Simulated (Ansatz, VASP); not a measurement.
# Si (amorphous Si): VASP beside Ansatz, part 2 of 2

Wanted: the spread between two codes on one cell, functional and k mesh. The structure shown is the start of the Ansatz relaxation below; VASP solves that cell, so the two are compared at the walk's first step.

VASP 6.6.1 and Ansatz 0.2.0.

So far. Step 3 (VASP: single point, RPBE, start cell, pair 1): The run ends at a pressure of 10.15 GPa, with forces up to 1.0 eV/Å.

## Step 6: VASP: single point, RPBE, start cell, pair 2

Level of this step: RPBE; plane waves and PAW (Si) (VASP).

The same cell, functional, mesh and smearing now go to VASP, with its own data sets.

INCAR reads:

```
SYSTEM = Si
PREC = Accurate
ENCUT = 400
EDIFF = 1E-06
NELM = 120
ISMEAR = -1
SIGMA = 0.05
LREAL = Auto
ALGO = Normal
GGA = RP
NBANDS = 208
LORBIT = 11
LWAVE = .FALSE.
LCHARG = .FALSE.
ISIF = 2
LASPH = .TRUE.
GGA_COMPAT = .FALSE.
EFERMI = MIDGAP
NCORE = 2
```

POSCAR reads:

```
Si
1.0
   11.6473600000      0.0394000000      0.0956900000
    0.0394000000     11.8881000000      0.0208300000
    0.0956900000      0.0208300000     11.8193700000
Si
76
Direct
    0.8615157346      0.8853760045      0.2312914459
    0.7926835308      0.1883761708      0.2080419039
    0.7041267465      0.2655593846      0.9438735321
    0.9867306326      0.3745374703      0.3880899008
    0.9021335735      0.8172422630      0.0431200379
    0.7776435156      0.7757280104      0.5438639181
    0.0717108073      0.6808027832      0.3995692555
    0.2216723137      0.8799370584      0.9691006447
    0.0298634027      0.5200099520      0.5181503383
    0.0492908464      0.1795878688      0.0095726374
    0.7082015058      0.6996696782      0.8763206566
    0.2994783880      0.0798000054      0.2750891696
    0.3980687438      0.6296610471      0.8949878853
    0.8490517368      0.6948705206      0.7180568919
    0.5682171345      0.4956796015      0.5292162185
    0.6282433942      0.1079796338      0.5796699971
    0.4998761141      0.5909698140      0.2014707174
    0.2697699073      0.4775928919      0.9361021321
    0.4769168646      0.9395940870      0.7739322891
    0.4620421057      0.9934299848      0.5809187837
    0.2145663807      0.7175925033      0.6593685358
    0.4634263139      0.1424726008      0.8119288111
    0.8127095695      0.9642638280      0.9320417421
    0.0376203191      0.7642507928      0.7598612081
    0.1096205150      0.5577625859      0.0452978643
    0.8142178942      0.3939929890      0.2684475243
    0.6303323237      0.8860105897      0.9017001667
    0.9341176250      0.0720937270      0.4771161722
    0.5064893465      0.8649287181      0.4217583145
    0.6935565867      0.3550780961      0.4306267841
    0.1174871227      0.0037498072      0.5469478956
    0.2640742561      0.8004819930      0.1577289394
    0.1881542520      0.8219418161      0.4829677446
    0.3679494244      0.4459776154      0.4837399291
    0.2145438280      0.5107667189      0.6145531471
    0.5667521569      0.2018787022      0.4136229218
    0.1862907964      0.3837413056      0.7731698477
    0.5927587250      0.6971682488      0.5011736584
    0.8768205078      0.0328890954      0.7520123294
    0.5373259825      0.8885118411      0.0821765944
    0.2906759831      0.1148038207      0.5639973917
    0.6575890644      0.2447717170      0.7354940837
    0.3351702299      0.5294560935      0.3008788954
    0.0717900753      0.7431565907      0.9578302783
    0.1000170992      0.3277770558      0.2262558637
    0.3016024065      0.3495141287      0.2284182056
    0.8698631504      0.2323060298      0.7225193780
    0.4273084569      0.7205578029      0.0720513559
    0.0628808142      0.9629363451      0.7363865393
    0.8022358015      0.6030191561      0.2467536905
    0.8756418311      0.5018774978      0.6783403620
    0.1726501687      0.6314340810      0.2278485514
    0.9335307409      0.0641823512      0.2790532427
    0.5063306669      0.2030880448      0.9946992855
    0.8443061292      0.1405338523      0.0169874559
    0.9770986849      0.3820799405      0.8112228234
    0.7902386541      0.4251411581      0.0549205561
    0.2734063738      0.1926585823      0.7529186975
    0.7881206575      0.9769287472      0.5819206361
    0.9965169084      0.3862642121      0.0187063620
    0.5823541081      0.5448817496      0.8615708493
    0.5791125020      0.4745195041      0.0550960401
    0.6538431085      0.8894282463      0.2509192083
    0.8067238739      0.6361313937      0.0442370427
    0.1090380636      0.1306023507      0.2011567199
    0.8700557506      0.2635097580      0.5179764621
    0.1628707229      0.0628823961      0.8800134914
    0.6193118904      0.0939491436      0.2555111723
    0.3623481003      0.2368182061      0.4083038256
    0.6329540291      0.6861633732      0.3064241026
    0.4003118879      0.3642811715      0.0488102309
    0.8861800243      0.7417890333      0.3659289766
    0.3217410511      0.8859335135      0.3339990713
    0.4574423775      0.0693866283      0.1344980329
    0.6627102167      0.4435026779      0.7001935889
    0.3314507776      0.7991901053      0.8107992512
```

KPOINTS reads:

```
Automatic mesh
0
Gamma
1 1 1
0 0 0
```

PAW data sets: Si (PBE family, release 64).

Command:

```
mpirun -np 8 vasp_gam
```

Numbers of over 12 decimals in the logs are rounded to 6 here.

The log of the run:

```text
[banner, memory and clock lines left out]
running    8 mpi-ranks, on    1 nodes
[...]
[... a notice as in an earlier step ...]

 LDA part: xc-table for (Slater+PW92), standard interpolation
 POSCAR, INCAR and KPOINTS ok, starting setup
[...]
entering main loop
       N       E                     dE             d eps       ncg     rms          rms(c)
DAV:   1     0.129433749433E+04    0.12943E+04   -0.11147E+05   416   0.104E+03
DAV:   2    -0.214498178070E+03   -0.15088E+04   -0.14080E+04   512   0.191E+02
DAV:   3    -0.372930141032E+03   -0.15843E+03   -0.15359E+03   528   0.554E+01
DAV:   4    -0.378080880233E+03   -0.51507E+01   -0.50913E+01   512   0.118E+01
[...]
DAV:  16    -0.372426010035E+03   -0.28913E-04   -0.43297E-05   448   0.114E-02    0.431E-03
DAV:  17    -0.372426015878E+03   -0.58427E-05   -0.55857E-06   472   0.446E-03    0.258E-03
DAV:  18    -0.372426016731E+03   -0.85278E-06   -0.16555E-06   344   0.249E-03
   1 F= -.37242602E+03 E0= -.37237162E+03  d E =-.108802E+00
```

Parts of OUTCAR (step 6):

```text
  FREE ENERGIE OF THE ION-ELECTRON SYSTEM (eV)
  ---------------------------------------------------
  free  energy   TOTEN  =      -372.4260167310 eV

  energy  without entropy=     -372.3172148031  energy(sigma->0) =     -372.37161577
```

The run ends at a pressure of -2.38 GPa, with forces up to 0.24 eV/Å.

## Step 7: Comparison

Forces on 7 of the 76 atoms, those with the largest forces and the largest differences (eV/Å; atoms numbered as in POSCAR):

| atom | Ansatz x, y, z | VASP x, y, z |
| --- | --- | --- |
| Si8 | -0.063, -0.140, -0.062 | -0.066, -0.150, -0.067 |
| Si32 | 0.120, -0.109, -0.018 | 0.128, -0.116, -0.019 |
| Si38 | 0.094, 0.075, -0.192 | 0.101, 0.080, -0.206 |
| Si43 | 0.013, -0.127, -0.096 | 0.017, -0.135, -0.103 |
| Si50 | -0.112, 0.113, 0.046 | -0.118, 0.119, 0.046 |
| Si65 | -0.088, 0.135, -0.019 | -0.095, 0.142, -0.018 |
| Si74 | 0.150, 0.010, 0.031 | 0.160, 0.011, 0.035 |

The forces differ by 3.9 meV/Å r.m.s., which is 6.6 % of the r.m.s. force of 0.059 eV/Å (both taken over all components).

## Step 8: Ansatz: relaxation, RPBE

The two programs are compared at the cell with which this relaxation starts, whose forces are those of its first step. The cell compared in this pair holds 1684.10 Å³, against 1636.44 Å³ for the pair before.

The structure compared here is the start of the Ansatz relaxation; VASP solves that cell, so the two are compared at the walk's first step.

input.yaml reads:

```yaml
crystal:
  lattice:
    - [11.75936, 0.03978, 0.09661]
    - [0.03978, 12.00241, 0.02103]
    - [0.09661, 0.02103, 11.93303]
  atoms:
    - { symbol: Si, position: [0.86152, 0.88538, 0.23129] }
    - { symbol: Si, position: [0.79268, 0.18838, 0.20804] }
    - { symbol: Si, position: [0.70413, 0.26556, 0.94387] }
    - { symbol: Si, position: [0.98673, 0.37454, 0.38809] }
    - { symbol: Si, position: [0.90213, 0.81724, 0.04312] }
    - { symbol: Si, position: [0.77764, 0.77573, 0.54386] }
    - { symbol: Si, position: [0.07171, 0.6808, 0.39957] }
    - { symbol: Si, position: [0.22167, 0.87994, 0.9691] }
    - { symbol: Si, position: [0.02986, 0.52001, 0.51815] }
    - { symbol: Si, position: [0.04929, 0.17959, 0.00957] }
    - { symbol: Si, position: [0.7082, 0.69967, 0.87632] }
    - { symbol: Si, position: [0.29948, 0.0798, 0.27509] }
    - { symbol: Si, position: [0.39807, 0.62966, 0.89499] }
    - { symbol: Si, position: [0.84905, 0.69487, 0.71806] }
    - { symbol: Si, position: [0.56822, 0.49568, 0.52922] }
    - { symbol: Si, position: [0.62824, 0.10798, 0.57967] }
    - { symbol: Si, position: [0.49988, 0.59097, 0.20147] }
    - { symbol: Si, position: [0.26977, 0.47759, 0.9361] }
    - { symbol: Si, position: [0.47692, 0.93959, 0.77393] }
    - { symbol: Si, position: [0.46204, 0.99343, 0.58092] }
    - { symbol: Si, position: [0.21457, 0.71759, 0.65937] }
    - { symbol: Si, position: [0.46343, 0.14247, 0.81193] }
    - { symbol: Si, position: [0.81271, 0.96426, 0.93204] }
    - { symbol: Si, position: [0.03762, 0.76425, 0.75986] }
    - { symbol: Si, position: [0.10962, 0.55776, 0.0453] }
    - { symbol: Si, position: [0.81422, 0.39399, 0.26845] }
    - { symbol: Si, position: [0.63033, 0.88601, 0.9017] }
    - { symbol: Si, position: [0.93412, 0.07209, 0.47712] }
    - { symbol: Si, position: [0.50649, 0.86493, 0.42176] }
    - { symbol: Si, position: [0.69356, 0.35508, 0.43063] }
    - { symbol: Si, position: [0.11749, 0.00375, 0.54695] }
    - { symbol: Si, position: [0.26407, 0.80048, 0.15773] }
    - { symbol: Si, position: [0.18815, 0.82194, 0.48297] }
    - { symbol: Si, position: [0.36795, 0.44598, 0.48374] }
    - { symbol: Si, position: [0.21454, 0.51077, 0.61455] }
    - { symbol: Si, position: [0.56675, 0.20188, 0.41362] }
    - { symbol: Si, position: [0.18629, 0.38374, 0.77317] }
    - { symbol: Si, position: [0.59276, 0.69717, 0.50117] }
    - { symbol: Si, position: [0.87682, 0.03289, 0.75201] }
    - { symbol: Si, position: [0.53733, 0.88851, 0.08218] }
    - { symbol: Si, position: [0.29068, 0.1148, 0.564] }
    - { symbol: Si, position: [0.65759, 0.24477, 0.73549] }
    - { symbol: Si, position: [0.33517, 0.52946, 0.30088] }
    - { symbol: Si, position: [0.07179, 0.74316, 0.95783] }
    - { symbol: Si, position: [0.10002, 0.32778, 0.22626] }
    - { symbol: Si, position: [0.3016, 0.34951, 0.22842] }
    - { symbol: Si, position: [0.86986, 0.23231, 0.72252] }
    - { symbol: Si, position: [0.42731, 0.72056, 0.07205] }
    - { symbol: Si, position: [0.06288, 0.96294, 0.73639] }
    - { symbol: Si, position: [0.80224, 0.60302, 0.24675] }
    - { symbol: Si, position: [0.87564, 0.50188, 0.67834] }
    - { symbol: Si, position: [0.17265, 0.63143, 0.22785] }
    - { symbol: Si, position: [0.93353, 0.06418, 0.27905] }
    - { symbol: Si, position: [0.50633, 0.20309, 0.9947] }
    - { symbol: Si, position: [0.84431, 0.14053, 0.01699] }
    - { symbol: Si, position: [0.9771, 0.38208, 0.81122] }
    - { symbol: Si, position: [0.79024, 0.42514, 0.05492] }
    - { symbol: Si, position: [0.27341, 0.19266, 0.75292] }
    - { symbol: Si, position: [0.78812, 0.97693, 0.58192] }
    - { symbol: Si, position: [0.99652, 0.38626, 0.01871] }
    - { symbol: Si, position: [0.58235, 0.54488, 0.86157] }
    - { symbol: Si, position: [0.57911, 0.47452, 0.0551] }
    - { symbol: Si, position: [0.65384, 0.88943, 0.25092] }
    - { symbol: Si, position: [0.80672, 0.63613, 0.04424] }
    - { symbol: Si, position: [0.10904, 0.1306, 0.20116] }
    - { symbol: Si, position: [0.87006, 0.26351, 0.51798] }
    - { symbol: Si, position: [0.16287, 0.06288, 0.88001] }
    - { symbol: Si, position: [0.61931, 0.09395, 0.25551] }
    - { symbol: Si, position: [0.36235, 0.23682, 0.4083] }
    - { symbol: Si, position: [0.63295, 0.68616, 0.30642] }
    - { symbol: Si, position: [0.40031, 0.36428, 0.04881] }
    - { symbol: Si, position: [0.88618, 0.74179, 0.36593] }
    - { symbol: Si, position: [0.32174, 0.88593, 0.334] }
    - { symbol: Si, position: [0.45744, 0.06939, 0.1345] }
    - { symbol: Si, position: [0.66271, 0.4435, 0.70019] }
    - { symbol: Si, position: [0.33145, 0.79919, 0.8108] }
kpoints:
  mp_grid: { grid: [1, 1, 1] }
hamiltonian:
  xc: rpbe
  pseudopotentials: { kind: paw, azcp: { folder: soft_1 } }
scf:
  occupations: { method: fermi_dirac, width: 0.05 }
output:
  forces: true
  eigenvalues: true
  stress: true
relax:
  f_tol: 0.05
  max_steps: 70
```

Command:

```
ansatz run input.yaml --threads 4 --pin off --max-ram 8192MiB --backend cpu --events-out ev --progress --plain --runs-dir out
```

The log of the run:

```text
[...]
Crystal: 76 atoms, lattice volume = 1684.100 Å³
Basis set: ecut = 420 eV, 32883 PW (Γ), exchange–correlation on 160×162×160 points (8 copies of the dense FFT grid, shifted against one another)
Bands: 228, of which v1, the nominal top of the filled ones, is band 152 counted from 1 (151 counted from 0)
Symmetry: 1 space group operations
[...]
k-points: 1
[...]
- { symbol: Si, position: [0.691971, 0.254643, 0.940681] }
    - { symbol: Si, position: [0.984291, 0.378129, 0.385564] }
    - { symbol: Si, position: [0.896628, 0.814565, 0.038728] }
    - { symbol: Si, position: [0.780416, 0.782216, 0.542232] }
    - { symbol: Si, position: [0.071318, 0.682356, 0.394991] }
    - { symbol: Si, position: [0.214375, 0.867868, 0.972684] }
[...]
- { symbol: Si, position: [0.321880, 0.882221, 0.335227] }
    - { symbol: Si, position: [0.466800, 0.068628, 0.140880] }
    - { symbol: Si, position: [0.669600, 0.451148, 0.697278] }
    - { symbol: Si, position: [0.323234, 0.792914, 0.810734] }
[key lines of the parts left out:]
P = ⅓ Tr σ = -3.0617 GPa (-30.617 kbar)
```

## Step 9: VASP: single point, RPBE, start cell, pair 3

The same cell, functional, mesh and smearing now go to VASP, with its own data sets.

INCAR is that of step 6.

POSCAR reads:

```
Si
1.0
   11.7593600000      0.0397800000      0.0966100000
    0.0397800000     12.0024100000      0.0210300000
    0.0966100000      0.0210300000     11.9330300000
Si
76
Direct
    0.8615209577      0.8853775817      0.2312865190
    0.7926798304      0.1883781755      0.2080408420
    0.7041326341      0.2655583410      0.9438666503
    0.9867294958      0.3745403096      0.3880904917
    0.9021260048      0.8172364218      0.0431205758
    0.7776443166      0.7757298745      0.5438566888
    0.0717059017      0.6808003249      0.3995678601
    0.2216677942      0.8799401051      0.9690983375
    0.0298617914      0.5200135172      0.5181482966
    0.0492910818      0.1795920995      0.0095668214
    0.7082023029      0.6996677066      0.8763211493
    0.2994762317      0.0798007764      0.2750926957
    0.3980733190      0.6296604664      0.8949864684
    0.8490501211      0.6948707746      0.7180623978
    0.5682242924      0.4956809985      0.5292184533
    0.6282401865      0.1079798239      0.5796712905
    0.4998764302      0.5909711422      0.2014726197
    0.2697736219      0.4775859390      0.9360986722
    0.4769182523      0.9395906640      0.7739329689
    0.4620368989      0.9934340989      0.5809229254
    0.2145739731      0.7175890260      0.6593697587
    0.4634258652      0.1424705495      0.8119339574
    0.8127140348      0.9642621238      0.9320436859
    0.0376201115      0.7642484871      0.7598567485
    0.1096178438      0.5577618761      0.0453011589
    0.8142187804      0.3939929414      0.2684525768
    0.6303269565      0.8860106359      0.9016964936
    0.9341187143      0.0720861068      0.4771159396
    0.5064941204      0.8649331297      0.4217602788
    0.6935642393      0.3550831753      0.4306305573
    0.1174902324      0.0037512367      0.5469499683
    0.2640721088      0.8004790892      0.1577264046
    0.1881516652      0.8219397933      0.4829735008
    0.3679473224      0.4459762682      0.4837391449
    0.2145363423      0.5107675690      0.6145490460
    0.5667493528      0.2018808182      0.4136167253
    0.1862889660      0.3837420743      0.7731676303
    0.5927574894      0.6971666948      0.5011696345
    0.8768197816      0.0328938327      0.7520134185
    0.5373264501      0.8885129591      0.0821839436
    0.2906829479      0.1147999242      0.5639978177
    0.6575874219      0.2447736596      0.7354898872
    0.3351687613      0.5294636265      0.3008778764
    0.0717897060      0.7431591657      0.9578318130
    0.1000226273      0.3277810785      0.2262580064
    0.3016005091      0.3495130322      0.2284174360
    0.8698565037      0.2323118831      0.7225220790
    0.4273085745      0.7205624930      0.0720491182
    0.0628819499      0.9629409640      0.7363908686
    0.8022437463      0.6030203537      0.2467532315
    0.8756429514      0.5018826583      0.6783398300
    0.1726513399      0.6314265421      0.2278500309
    0.9335277060      0.0641784387      0.2790458262
    0.5063305306      0.2030875118      0.9947023075
    0.8443119509      0.1405264369      0.0169928133
    0.9770964823      0.3820792011      0.8112162278
    0.7902370944      0.4251404080      0.0549160181
    0.2734074153      0.1926604669      0.7529214676
    0.7881226593      0.9769296851      0.5819238398
    0.9965190847      0.3862611705      0.0187130359
    0.5823520955      0.5448834982      0.8615733023
    0.5791132015      0.4745217160      0.0550968766
    0.6538431623      0.8894308132      0.2509192956
    0.8067208618      0.6361287720      0.0442372901
    0.1090425709      0.1306014329      0.2011575307
    0.8700622433      0.2635133903      0.5179825744
    0.1628729122      0.0628802367      0.8800063753
    0.6193090520      0.0939470105      0.2555086886
    0.3623525283      0.2368190342      0.4082963688
    0.6329512231      0.6861602949      0.3064201323
    0.4003103279      0.3642809366      0.0488111729
    0.8861824866      0.7417886987      0.3659327173
    0.3217428841      0.8859285036      0.3339960885
    0.4574437639      0.0693922664      0.1344961874
    0.6627071871      0.4435036448      0.7001867067
    0.3314531753      0.7991864734      0.8107975441
```

KPOINTS is that of step 6.

Command:

```
mpirun -np 8 vasp_gam
```

The log of the run:

```text
[... set-up lines as in an earlier step ...]
 entering main loop
       N       E                     dE             d eps       ncg     rms          rms(c)
DAV:   1     0.128521232045E+04    0.12852E+04   -0.11077E+05   416   0.103E+03
DAV:   2    -0.213656179012E+03   -0.14989E+04   -0.13951E+04   520   0.190E+02
DAV:   3    -0.371916440279E+03   -0.15826E+03   -0.15367E+03   528   0.555E+01
DAV:   4    -0.376621935888E+03   -0.47055E+01   -0.46635E+01   520   0.114E+01
[...]
DAV:  16    -0.371444371729E+03   -0.28653E-04   -0.41791E-05   448   0.113E-02    0.432E-03
DAV:  17    -0.371444377720E+03   -0.59912E-05   -0.63145E-06   472   0.481E-03    0.266E-03
DAV:  18    -0.371444378417E+03   -0.69611E-06   -0.13137E-06   336   0.226E-03
   1 F= -.37144438E+03 E0= -.37138685E+03  d E =-.115051E+00
```

Parts of OUTCAR (step 9):

```text
  FREE ENERGIE OF THE ION-ELECTRON SYSTEM (eV)
  ---------------------------------------------------
  free  energy   TOTEN  =      -371.4443784166 eV

  energy  without entropy=     -371.3293269171  energy(sigma->0) =     -371.38685267
```

The run ends at a pressure of -4.21 GPa, with forces up to 0.46 eV/Å.

## Step 10: Differences

Forces on 7 of the 76 atoms, those with the largest forces and the largest differences (eV/Å; atoms numbered as in POSCAR):

| atom | Ansatz x, y, z | VASP x, y, z |
| --- | --- | --- |
| Si8 | -0.110, -0.255, -0.111 | -0.111, -0.266, -0.114 |
| Si32 | 0.221, -0.209, -0.033 | 0.228, -0.215, -0.036 |
| Si38 | 0.201, 0.111, -0.378 | 0.208, 0.115, -0.392 |
| Si43 | 0.033, -0.240, -0.179 | 0.037, -0.248, -0.185 |
| Si50 | -0.218, 0.218, 0.083 | -0.224, 0.224, 0.083 |
| Si65 | -0.176, 0.260, -0.029 | -0.182, 0.267, -0.027 |
| Si74 | 0.275, 0.019, 0.055 | 0.284, 0.019, 0.059 |

The forces differ by 3.7 meV/Å r.m.s., which is 3.5 % of the r.m.s. force of 0.106 eV/Å (both taken over all components).

## Step 11: Outcome

```json
{"r.m.s. force difference (single point, RPBE, start cell, pair 1)": "2.4 % of the r.m.s. force", "r.m.s. force difference (single point, RPBE, start cell, pair 2)": "3.9 meV/Å", "r.m.s. force difference (single point, RPBE, start cell, pair 3)": "3.7 meV/Å"}
```

**Reading.** The r.m.s. force difference is 2.4 % of the r.m.s. force (single point, RPBE, start cell, pair 1), within the 3 % picked in this series as the mark of a large difference. 3 further runs of this series are not shown here. Such differences can come from data sets, numerical settings and the points named under the comparisons, not from the functional's error against experiment.

[Lines on the potential files, build, host, timing and source positions are cut from VASP's logs without a mark.]

[Logs are printed without paths, hosts, clocks, repeated set-up lines and the standing remarks that a program may print on its own settings, such as how far it seeks lower states.]

[Hosts, paths, dates, database ids (printed as entryN), source tags and the programs' standing remarks are cut or masked in the printed files.]
